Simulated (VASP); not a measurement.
A VASP calculation is set up with these files.

**POSCAR**
```
SrVO3
3.9085690
  0.9999999140   0.0000000000   0.0000000000
  0.0000000000   0.9999999140   0.0000000000
  0.0000000000   0.0000000000   0.9999999140
Sr V O
1 1 3
Cartesian
  0.0000000000   0.0000000000   0.0000000000
  0.4999999570   0.4999999570   0.4999999570
  0.4999999570   0.0000000000   0.4999999570
  0.0000000000   0.4999999570   0.4999999570
  0.4999999570   0.4999999570   0.0000000000
```

**KPOINTS**
```
kpoints
0
G
8 8 8
```

INCAR:
```
ALGO = Normal
EDIFF = 1E-7
ENCUT = 520
ISIF = 2
ISMEAR = 1
LASPH = .True.
LCHARG = .False.
LMAXMIX = 4
LMIXTAU = .True.
LREAL = .False.
LWAVE = .False.
METAGGA = R2SCAN
NELM = 100
PREC = Accurate
SIGMA = 0.1
SYSTEM = SrVO3
```

POTCAR, in this order: Sr_sv V_sv O (PBE.64 set). Program: vasp_std.

Question: Write an equivalent input for Ansatz.

Answer: One equivalent input (not run):
Ansatz 0.2 input:
```yaml
crystal:
  lattice:
    - [3.9085687, 0.0000000, 0.0000000]
    - [0.0000000, 3.9085687, 0.0000000]
    - [0.0000000, 0.0000000, 3.9085687]
  atoms:
    - { symbol: Sr, position: [0.0000000, 0.0000000, 0.0000000] }
    - { symbol: V, position: [0.5000000, 0.5000000, 0.5000000] }
    - { symbol: O, position: [0.5000000, 0.0000000, 0.5000000] }
    - { symbol: O, position: [0.0000000, 0.5000000, 0.5000000] }
    - { symbol: O, position: [0.5000000, 0.5000000, 0.0000000] }
kpoints:
  mp_grid: { grid: [8, 8, 8] }
hamiltonian:
  xc: r2scan
  pseudopotentials: { kind: paw }
scf:
  occupations: { method: methfessel_paxton, width: 0.1 }
  max_iter: 100
output: { forces: true, stress: true, eigenvalues: true }
```
What does not carry over: each code has its own PAW files, so the cut-off isn't converted (ENCUT is set for VASP's; basis.ecutwfc is left out, and Ansatz then takes the one that its files recommend); Ansatz stops its SCF on the density residual and VASP on the energy change (EDIFF).

The compound is SrVO3 in the cubic perovskite structure. This cell is one point of a volume scan, at 1.06 of the reference volume.
